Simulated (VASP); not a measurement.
Given:

```xyz
2
Lattice="0.0000 2.5823 2.5823 2.5823 0.0000 2.5823 2.5823 2.5823 0.0000" Properties=species:S:1:pos:R:3 pbc="T T T"
Sr     0.0000     0.0000     0.0000
O      2.5823     2.5823     2.5823
```

Calculation: rev-vdW-DF2, VASP's PBE PAW potentials (set 64) (plane waves; VASP 6.6.1). Settings: 520 eV cut-off, Gaussian smearing of 0.050 eV, potentials Sr_sv O.

**Question.** Give the energies of bands 6 to 11 at the high-symmetry points, in eV from the valence-band maximum.

**Answer.** 
```csv
band,Γ,X,U,L,W
6,0.00,-0.45,-0.95,-2.16,-1.11
7,0.00,-0.10,-0.57,-1.11,-0.45
8,0.00,-0.10,-0.49,-1.11,-0.45
9,3.86,3.24,4.74,6.48,5.97
10,6.16,7.72,7.83,8.34,5.97
11,6.16,10.13,8.66,8.76,8.55
```

The gap is indirect, 3.24 eV, from the valence maximum at Γ to the conduction minimum at X.

The compound is SrO in the rock salt structure. It was relaxed first.
